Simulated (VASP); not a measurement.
OSZICAR of a VASP run on PtS2 (1T layered):

OSZICAR:
```
       N       E                     dE             d eps       ncg     rms          rms(c)
DAV:   1     0.119531728752E+03    0.11953E+03   -0.10694E+04   848   0.131E+03
DAV:   2    -0.715140447051E+01   -0.12668E+03   -0.12359E+03  1099   0.247E+02
DAV:   3    -0.117628042766E+02   -0.46114E+01   -0.45945E+01  1085   0.517E+01
DAV:   4    -0.118056733181E+02   -0.42869E-01   -0.42862E-01  1064   0.550E+00
DAV:   5    -0.118064665123E+02   -0.79319E-03   -0.79318E-03  1106   0.708E-01    0.184E+01
DAV:   6    -0.107957641057E+02    0.10107E+01   -0.77735E+00   861   0.286E+01    0.126E+01
DAV:   7    -0.105497948456E+02    0.24597E+00   -0.13879E+00   861   0.132E+01    0.573E+00
DAV:   8    -0.105294611380E+02    0.20334E-01   -0.88356E-02   966   0.229E+00    0.142E+00
DAV:   9    -0.105252317205E+02    0.42294E-02   -0.11046E-02   973   0.120E+00    0.277E-01
DAV:  10    -0.105253371605E+02   -0.10544E-03   -0.15849E-03  1015   0.316E-01    0.688E-02
DAV:  11    -0.105253593627E+02   -0.22202E-04   -0.68968E-05  1057   0.859E-02    0.358E-02
DAV:  12    -0.105253607578E+02   -0.13952E-05   -0.10595E-05   952   0.305E-02    0.110E-02
DAV:  13    -0.105253612855E+02   -0.52769E-06   -0.13072E-06   749   0.901E-03
   1 F= -.10525361E+02 E0= -.10525061E+02  d E =-.105254E+02
```

**Question.** Which electronic solver shows in the log?

**Answer.** It is blocked Davidson (ALGO = Normal, or the opening steps of other solvers). The INCAR had ALGO = Normal.

**Question.** Can the final energy be trusted as converged?

**Answer.** Self-consistency was reached. It stopped with EDIFF = 1E-6, NELM = 100, NSW = 60 and EDIFFG = -0.02 after 1 ionic step (vdW-DF-cx, plane waves, VASP's PBE PAW potentials (set 64)).

The compound is PtS2 in the 1T layered structure. It was relaxed first. The k-mesh is coarse (spacing up to 0.33 per Å, 2π included), so the numbers may not be converged in it. The start is the result of an earlier pass.
